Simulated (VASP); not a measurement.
Consider the following.

```xyz
2
Lattice="0.0000 3.2186 3.2186 3.2186 0.0000 3.2186 3.2186 3.2186 0.0000" Properties=species:S:1:pos:R:3 pbc="T T T"
K      0.0000     0.0000     0.0000
Br     3.2186     3.2186     3.2186
```

Calculation: PBEsol GGA, VASP's PBE PAW potentials (set 64) (plane waves; VASP). Numerical set-up: 480 eV cut-off, 6×6×6 Γ-centred mesh, Gaussian smearing of 0.050 eV, potentials K_sv Br.

Q: What does the run give for the energy per atom (σ→0), band gap (on the k-mesh) with the smallest direct gap where there is one?

A: 
| Item | Result |
|---|---|
| band gap (on the k-mesh) | 4.47 eV |
| smallest direct gap (on the k-mesh) | 4.47 eV |
| energy per atom (σ→0) | -3.224 eV/atom |

The absolute energy has meaning only against runs of the same code, potentials and settings.

The compound is KBr in the rock salt structure. It was relaxed first under an external pressure of 1 GPa.
